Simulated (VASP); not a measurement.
Here is the system:

```xyz
1
Lattice="-1.5906 1.5906 1.5906 1.5906 -1.5906 1.5906 1.5906 1.5906 -1.5906" Properties=species:S:1:pos:R:3 pbc="T T T"
Mo     0.0000     0.0000     0.0000
```

These are rev-vdW-DF2, VASP's PBE PAW potentials (set 64) (plane waves; VASP) values and carry that method's errors. Numerical set-up: 520 eV cut-off, 16×16×16 Γ-centred mesh, first-order Methfessel-Paxton smearing of 0.10 eV, potentials Mo_sv.

**Question.** The job: Mo (bcc), 1 atom, rev-vdW-DF2, static run, 520 eV, 16×16×16 Γ-centred mesh. Roughly how much core time does it take on a busy server core?

**Answer.** About 20 core-seconds (one run on a shared machine, a rough figure). It had 145 irreducible k-points, 11 bands, up to 456 plane waves and 11 electronic steps.

The compound is Mo in the bcc structure. This cell is one point of a volume scan, at 1.03 of the reference volume.
